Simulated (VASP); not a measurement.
# TaIn (P6/mmm) in VASP: relaxation of cell and atoms with PBE

Aim: the relaxation of cell and atoms of TaIn with PBE.

Program: VASP 6.6.1. These are calculated values, not measurements. Logs are shortened: lines on timing, memory, paths and dates and some standing lists are left out, and cuts for length are marked.

## 1. The crystal as given

The structure is hexagonal, space group P6/mmm (No. 191). The conventional cell has a = 3.683 Å, b = 3.683 Å, c = 4.367 Å, α = 90.00°, β = 90.00°, γ = 120.00°. Ta (site symmetry 6/mmm) has 2 In at 2.18 Å as nearest neighbours. In (site symmetry 6/mmm) has 2 Ta at 2.18 Å as nearest neighbours.

The cell was built by a generator and needn't be a form met in nature.

## 2. Relaxation of cell and atoms, PBE

INCAR

```
SYSTEM = TaIn
PREC = Normal ; ENCUT = 520
EDIFF = 1E-4 ; ISMEAR = 0
SIGMA = 0.15 ; LREAL = .False.
LASPH = .True. ; NELM = 60
ALGO = Fast ; ISIF = 3
LWAVE = .False. ; LCHARG = .False.
GGA = PE ; IBRION = 2
NSW = 24 ; EDIFFG = -0.08
```

KPOINTS

```
Automatic mesh
0
Gamma
  6 6 5
  0 0 0
```

POSCAR

```
TaIn
1.0
    3.6832885300      0.0000000000      0.0000000000
   -1.8416442600      3.1898214300      0.0000000000
    0.0000000000      0.0000000000      4.3670813700
Ta In
1 1
Direct
    0.0000000000      0.0000000000      0.0000000000
    0.0000000000      0.0000000000      0.5000000000
```

Potentials or basis: VASP PAW PBE potentials, release 64 (Ta_pv, In_d).

Launch:

```bash
$ cat potpaw_PBE.64/Ta_pv/POTCAR potpaw_PBE.64/In_d/POTCAR > POTCAR
$ mpirun -np 1 vasp_std > vasp.out
```

OUTCAR:

```text
SYSTEM = TaIn
   PREC = Normal
   ENCUT = 520
   EDIFF = 1E-4
   ISMEAR = 0
   LREAL = .False.
   LASPH = .True.
   NELM = 60
   ISIF = 3
   GGA = PE
   IBRION = 2
   NSW = 24
   EDIFFG = -0.08

 ion  position               nearest neighbor table
   1  0.000  0.000  0.000-   2 2.18   2 2.18
   2  0.000  0.000  0.500-   1 2.18   1 2.18

  LATTYP: Found a hexagonal cell.
 ALAT       =     3.6832885300
 C/A-ratio  =     1.1856473731

  Lattice vectors:

 A1 = (   3.6832885300,   0.0000000000,   0.0000000000)
 A2 = (  -1.8416442600,   3.1898214300,   0.0000000000)
 A3 = (   0.0000000000,   0.0000000000,   4.3670813700)

Analysis of symmetry for initial positions (statically):
=====================================================================
 Subroutine PRICEL returns:
 Original cell was already a primitive cell.

 Routine SETGRP: Setting up the symmetry group for a
 hexagonal supercell.

 Subroutine GETGRP returns: Found 24 space group operations
 (whereof 24 operations were pure point group operations)
 out of a pool of 24 trial point group operations.

The static configuration has the point symmetry D_6h.

Analysis of symmetry for dynamics (positions and initial velocities):
=====================================================================
 Subroutine PRICEL returns:
 Original cell was already a primitive cell.

 Routine SETGRP: Setting up the symmetry group for a
 hexagonal supercell.

 Subroutine GETGRP returns: Found 24 space group operations
 (whereof 24 operations were pure point group operations)
 out of a pool of 24 trial point group operations.

The dynamic configuration has the point symmetry D_6h.

 Subroutine INISYM returns: Found 24 space group operations
 (whereof 24 operations are pure point group operations),
 and found     1 'primitive' translations

----------------------------------------------------------------------------------------

                                     Primitive cell

  volume of cell :      51.3090

  direct lattice vectors                    reciprocal lattice vectors
     3.683288530  0.000000000  0.000000000     0.271496515  0.156748586  0.000000000
    -1.841644260  3.189821430  0.000000000     0.000000000  0.313497173  0.000000000
     0.000000000  0.000000000  4.367081370     0.000000000  0.000000000  0.228985887

  length of vectors
     3.683288530  3.683288522  4.367081370     0.313497172  0.313497173  0.228985887

  position of ions in fractional coordinates (direct lattice)
     0.000000000  0.000000000  0.000000000
     0.000000000  0.000000000  0.500000000

  ion indices of the primitive-cell ions
   primitive index   ion index
                 1           1
                 2           2

----------------------------------------------------------------------------------------

 KPOINTS: Automatic mesh

Automatic generation of k-mesh.
 Grid dimensions read from file:
 generate k-points for:    6    6    5

 Generating k-lattice:

  Cartesian coordinates                     Fractional coordinates (reciprocal lattice)
     0.045249419  0.026124764  0.000000000     0.166666667  0.000000000  0.000000000
     0.000000000  0.052249529  0.000000000     0.000000000  0.166666667  0.000000000
     0.000000000  0.000000000  0.045797177     0.000000000  0.000000000  0.200000000

  Length of vectors
     0.052249529  0.052249529  0.045797177

  Shift w.r.t. Gamma in fractional coordinates (k-lattice)
     0.000000000  0.000000000  0.000000000

 Subroutine IBZKPT returns following result:
 ===========================================

 Found     21 irreducible k-points:

 Following reciprocal coordinates:
            Coordinates               Weight
  0.000000  0.000000  0.000000      1.000000
  0.166667  0.000000  0.000000      6.000000
  0.333333  0.000000  0.000000      6.000000
  0.500000  0.000000  0.000000      3.000000
  0.166667  0.166667  0.000000      6.000000
  0.333333  0.166667  0.000000     12.000000
[... 13 lines left out ...]
  0.333333  0.166667  0.400000     24.000000
  0.333333  0.333333  0.400000      4.000000
   k-points           NKPTS =     21   k-points in BZ     NKDIM =     21   number of bands    NBANDS=     16
   number of dos      NEDOS =    301   number of ions     NIONS =      2
   total plane-waves  NPLWV =  13824
   dimension x,y,z NGX =    24 NGY =   24 NGZ =   24
   dimension x,y,z NGXF=    48 NGYF=   48 NGZF=   48
   ions per type =               1   1
   NGX,Y,Z   is equivalent  to a cutoff of  10.83, 10.83,  9.14 a.u.
   NGXF,Y,Z  is equivalent  to a cutoff of  21.66, 21.66, 18.27 a.u.
 SYSTEM =  TaIn
   PREC   = normal    normal or accurate (medium, high low for compatibility)
   ISTART =      0    job   : 0-new  1-cont  2-samecut
   ICHARG =      2    charge: 1-file 2-atom 10-const
   ISPIN  =      1    spin polarized calculation?
   LNONCOLLINEAR =      F non collinear calculations
   LSORBIT =      F    spin-orbit coupling
   LASPH  =      T    aspherical Exc in radial PAW
   ENCUT  =  520.0 eV  38.22 Ry    6.18 a.u.   6.85  6.85  8.12*2*pi/ulx,y,z
   NELM   =     60;   NELMIN=  2; NELMDL= -5     # of ELM steps
   EDIFF  = 0.1E-03   stopping-criterion for ELM
   LREAL  =      F    real-space projection
   EDIFFG = -.8E-01   stopping-criterion for IOM
   NSW    =     24    number of steps for IOM
   IBRION =      2    ionic relax: 0-MD 1-quasi-New 2-CG
   NFREE  =      1    steps in history (QN), initial steepest desc. (CG)
   ISIF   =      3    stress and relaxation
   ISYM   =      2    0-nonsym 1-usesym 2-fastsym
   POTIM  = 0.5000    time-step for ionic-motion
   TEBEG  =    0.0;   TEEND  =   0.0 temperature during run
   PSTRESS=    0.0 pullay stress
   NELECT =      24.0000    total number of electrons
   NUPDOWN=      -1.0000    fix difference up-down
   EMIN   =  10.00;   EMAX   =-10.00  energy-range for DOS
   EFERMI =   0.00;   METHOD = LEGACY
   ISMEAR =     0;   SIGMA  =   0.15  broadening in eV -4-tet -1-fermi 0-gaus
   EFERMI_NEDOS =   21; number of points for ismear=-14 and -15
   IALGO  =     68    algorithm
   IMIX   =      4    mixing-type and parameters
     AMIX     =   0.40;   BMIX     =  1.00
     AMIX_MAG =   1.60;   BMIX_MAG =  1.00
  volume/ion in A,a.u.               =      25.65       173.13
  Fermi-wavevector in a.u.,A,eV,Ry     =   1.270810  2.401484 21.972854  1.614959
  Thomas-Fermi vector in A             =   2.403778
   LORBIT       =      0    0 simple, 1 ext, 2 COOP (PROOUT), +10 PAW based schemes
   GGA     = PE    functional components
   LHFCALC =     F    Hartree Fock is set to
   AEXX    =    0.0000 exact exchange contribution
   IVDW    =     0    specifies the selected vdW correction
   LEPSILON=     F    determine dielectric tensor
   LRPA    =     F    only Hartree local field effects (RPA)
 conjugate gradient relaxation of ions
 non-spin polarized calculation
 RMM-DIIS sequential band-by-band and
 Gauss-broadening in eV      SIGMA  =   0.15
  energy-cutoff  :      520.00
  volume of cell :       51.31
 maximum number of plane-waves:      1401
   NGX = 13   NGY = 13   NGZ = 17

--------------------------------------- Ionic step        1  -------------------------------------------

 number of electron      23.9999991 magnetization

 Free energy of the ion-electron system (eV)
  ---------------------------------------------------
  ext. energy  EPLUGINS =         0.00000000
  ---------------------------------------------------
  free energy    TOTEN  =        -5.75158453 eV

  energy without entropy =       -5.72049379  energy(sigma->0) =       -5.73603916

------------------------ aborting loop because EDIFF is reached ----------------------------------------

  FORCE on cell =-STRESS in cart. coord.  units (eV):
  Direction    XX          YY          ZZ          XY          YZ          ZX
  --------------------------------------------------------------------------------------
  -------------------------------------------------------------------------------------
  Total       -4.0986227     -4.0986227     48.3139656     -0.0000000     -0.0000000      0.0000000
  in kB     -127.9838377   -127.9838372   1508.6547759     -0.0000002     -0.0000000      0.0000000
  external PRESSURE =     417.5623670 kB  Pullay stress =       0.0000000 kB
[... 89 lines left out ...]
  FREE ENERGIE OF THE ION-ELECTRON SYSTEM (eV)
  ---------------------------------------------------
  free  energy   TOTEN  =       -10.6912893672 eV

  energy  without entropy=      -10.6527236967  energy(sigma->0) =      -10.67200653

 E-fermi :   3.5769     XC(G=0):  -9.5599

 val. band max:        3.5194910525   @ k =   0.3333   0.3333   0.0000
 cond. band min:       3.5865443785   @ k =   0.3333   0.1667   0.4000
 fundamental gap:      0.0670533260
 Fermi energy:         3.5769382372

 k-point     1 :       0.0000    0.0000    0.0000
  band No.  band energies     occupation
      1     -31.8486      2.00000
      2     -31.6925      2.00000
      3     -31.6925      2.00000
      4     -10.8076      2.00000
      5     -10.7436      2.00000
      6     -10.7436      2.00000
[... 8 lines left out ...]
     15       5.1537      0.00000
     16       5.5371      0.00000
[... 363 lines left out ...]
  band No.  band energies     occupation
      1     -31.8376      2.00000
      2     -31.7626      2.00000
      3     -31.7626      2.00000
      4     -10.6747      2.00000
      5     -10.6747      2.00000
      6     -10.6578      2.00000
[... 8 lines left out ...]
     15       5.8828      0.00000
     16       6.3456      0.00000

[... ionic steps 4 to 9 ...]

--------------------------------------- Ionic step       10  -------------------------------------------

 number of electron      23.9999870 magnetization

------------------------ aborting loop because EDIFF is reached ----------------------------------------

  FORCE on cell =-STRESS in cart. coord.  units (eV):
  Direction    XX          YY          ZZ          XY          YZ          ZX
  --------------------------------------------------------------------------------------
  -------------------------------------------------------------------------------------
  Total       -0.4512572     -0.4512572     -1.8510552     -0.0000000     -0.0000000      0.0000000
  in kB      -15.5067816    -15.5067816    -63.6087556     -0.0000000     -0.0000000      0.0000000
  external PRESSURE =     -31.5407729 kB  Pullay stress =       0.0000000 kB
[... 57 lines left out ...]
  energy  without entropy=      -12.7809389784  energy(sigma->0) =      -12.79503818

--------------------------------------- Ionic step       12  -------------------------------------------

 number of electron      23.9999982 magnetization

 Free energy of the ion-electron system (eV)
  ---------------------------------------------------
  ext. energy  EPLUGINS =         0.00000000
  ---------------------------------------------------
  free energy    TOTEN  =       -12.81260265 eV

  energy without entropy =      -12.78327614  energy(sigma->0) =      -12.79793939

 E-fermi :   6.7938     XC(G=0): -11.1958

 val. band max:        6.7860820837   @ k =   0.1667   0.0000   0.4000
 cond. band min:       6.8133733092   @ k =   0.5000   0.0000   0.4000
 fundamental gap:      0.0272912255
 Fermi energy:         6.7938336980

 k-point     1 :       0.0000    0.0000    0.0000
  band No.  band energies     occupation
      1     -28.1040      2.00000
      2     -27.4318      2.00000
      3     -27.4318      2.00000
      4      -8.2740      2.00000
      5      -8.0954      2.00000
      6      -8.0954      2.00000
[... 8 lines left out ...]
     15       9.9945      0.00000
     16       9.9945      0.00000
[... 407 lines left out ...]
  FREE ENERGIE OF THE ION-ELECTRON SYSTEM (eV)
  ---------------------------------------------------
  free  energy   TOTEN  =       -12.8126026489 eV

  energy  without entropy=      -12.7832761399  energy(sigma->0) =      -12.79793939

 reached required accuracy - stopping structural energy minimisation
```

Run time: 48 s. Hardware: 1 thread of Intel Xeon 6975P-C (Granite Rapids), shared host; peak memory 0.15 GiB.

What came out:

```
Free energy                            : -12.8126 eV
Relaxed volume                         : 22.55 Å³/atom
Relaxed cell                           : a = 3.017 Å, b = 3.017 Å, c = 5.721 Å, α = 90.00°, β = 90.00°, γ = 120.00°
Space group after relaxing (to 0.05 Å) : P6/mmm (No. 191)
Energy gained by relaxing              : 3530.5 meV/atom
Ionic steps                            : 12
Pressure after relaxing                : 0.4 GPa
Band gap on the k mesh                 : none (metal or under the smearing width)
```

Step by step:
| step | energy change (eV) | largest force (eV/Å) | pressure (GPa) | volume (Å³) |
| --- | --- | --- | --- | --- |
| 1 | 0.0000 | 0.0000 | 41.76 | 51.31 |
| 2 | -1.2483 | 0.0000 | -28.35 | 90.22 |
| 3 | -4.9397 | 0.0000 | -16.26 | 71.96 |
| 4 | -5.1419 | 0.0000 | -16.62 | 69.92 |
| 5 | -5.2489 | 0.0000 | -8.70 | 61.08 |
| 6 | -5.4356 | 0.0000 | -16.48 | 65.82 |
| 7 | -5.4191 | 0.0000 | -12.40 | 62.88 |
| 8 | -5.4597 | 0.0000 | -13.55 | 64.15 |
| 9 | -7.0323 | 0.0000 | -1.34 | 46.34 |
| 10 | -7.0306 | 0.0000 | -3.15 | 46.62 |
| 11 | -7.0576 | 0.0000 | 1.39 | 44.62 |
| 12 | -7.0610 | 0.0000 | 0.35 | 45.10 |

Final structure:
```xyz
2
Lattice="3.0172 0.0000 0.0000 -1.5086 2.6129 0.0000 0.0000 0.0000 5.7206" Properties=species:S:1:pos:R:3 pbc="T T T"
Ta    0.0000    0.0000    0.0000
In    0.0000    0.0000    2.8603
```

Levels at points of the mesh, in eV from the Fermi level:
```tsv
k point	band 10	band 11	band 12	band 13	band 14	band 15
(0.00, 0.00, 0.00)	-4.87	-2.92	0.72	0.72	1.57	3.20
(0.50, 0.00, 0.00)	-3.09	-2.56	-1.80	1.90	2.19	2.96
```

Caveat: the relaxation stopped at a loose force limit of 0.08 eV/Å, so its end isn't a converged minimum.
